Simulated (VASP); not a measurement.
OSZICAR of a VASP run on TiO₂ (rutile):

OSZICAR:
```
       N       E                     dE             d eps       ncg     rms          rms(c)
DAV:   1     0.673420746622E+03    0.67342E+03   -0.24996E+04  1680   0.201E+03
DAV:   2     0.503679239487E+02   -0.62305E+03   -0.60261E+03  1852   0.580E+02
DAV:   3    -0.638196789447E+02   -0.11419E+03   -0.11260E+03  2592   0.215E+02
DAV:   4    -0.688132487792E+02   -0.49936E+01   -0.49893E+01  2260   0.482E+01
DAV:   5    -0.690386485022E+02   -0.22540E+00   -0.22536E+00  2404   0.824E+00    0.307E+01
DAV:   6    -0.518326236369E+02    0.17206E+02   -0.12365E+02  2036   0.102E+02    0.123E+01
DAV:   7    -0.514027638444E+02    0.42986E+00   -0.20407E+01  2084   0.351E+01    0.744E+00
DAV:   8    -0.514187360037E+02   -0.15972E-01   -0.58089E+00  2108   0.210E+01    0.465E+00
DAV:   9    -0.511969966126E+02    0.22174E+00   -0.19411E+00  2164   0.116E+01    0.109E+00
DAV:  10    -0.512130313161E+02   -0.16035E-01   -0.10143E-01  2024   0.261E+00    0.212E-01
DAV:  11    -0.512130658378E+02   -0.34522E-04   -0.43173E-03  2392   0.471E-01    0.123E-01
DAV:  12    -0.512130562919E+02    0.95459E-05   -0.85191E-04  2196   0.193E-01    0.515E-02
DAV:  13    -0.512130289180E+02    0.27374E-04   -0.19242E-04  2364   0.958E-02    0.695E-03
DAV:  14    -0.512130338953E+02   -0.49773E-05   -0.15492E-05  1920   0.289E-02    0.509E-03
DAV:  15    -0.512130342093E+02   -0.31403E-06   -0.27066E-06  2420   0.102E-02    0.230E-03
DAV:  16    -0.512130341414E+02    0.67926E-07   -0.10175E-06  2112   0.882E-03    0.232E-03
DAV:  17    -0.512130341000E+02    0.41354E-07   -0.63047E-07  2068   0.706E-03
   1 F= -.51213034E+02 E0= -.51213034E+02  d E =0.000000E+00
```

**Question.** Which electronic solver shows in the log?

**Answer.** It is blocked Davidson (ALGO = Normal, or the opening steps of other solvers). The INCAR had ALGO = Normal.

**Question.** Can the final energy be trusted as converged?

**Answer.** The run converged. It stopped with EDIFF = 1E-7, NELM = 100 (RPBE GGA, plane waves, VASP's PBE PAW potentials (set 64)).

The compound is TiO2 in the rutile structure. It was relaxed first, which changed the volume by +5 %.
